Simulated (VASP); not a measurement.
```
CELL_PARAMETERS angstrom
      2.88000     0.00000     0.00000
      0.00000     2.88000     0.00000
      0.00000     0.00000     2.88000
ATOMIC_POSITIONS crystal
  Cr 0.00000 0.00000 0.00000
  Cr 0.50000 0.50000 0.50000
```
Starting moments (μB, in the order of the record's atoms Cr Cr): 1.5 -1.5.

Level of theory: RPBE GGA, VASP's PBE PAW potentials (set 64) (plane waves; VASP 6.6.1). Numerical set-up: 520 eV cut-off, 11×11×11 Γ-centred mesh, first-order Methfessel-Paxton smearing of 0.10 eV, potentials Cr_pv.

Energy and stress use the plane-wave basis of the starting cell.

Problem. The ions, cell shape and volume are relaxed. What does this cell relax into?

Solution. 
```
CELL_PARAMETERS angstrom
      2.90433     0.00000     0.00000
      0.00000     2.90433     0.00000
      0.00000     0.00000     2.90433
ATOMIC_POSITIONS crystal
  Cr 0.00000 0.00000 0.00000
  Cr 0.50000 0.50000 0.50000
```
Space group Im-3m (229), at a tolerance of 0.03 Å. The cell ends with 0.00 μB, on the sites 1.51 -1.51 μB.

Problem. How do energy and volume change from the first to the last step?

Solution. The energy (σ→0) changes by -3.4 meV/atom and the volume by +2.6 %, in 3 ionic steps.

The compound is Cr in the bcc, AFM order structure. This run relaxes it. Symmetry was kept, so distortions that lower it aren't found.
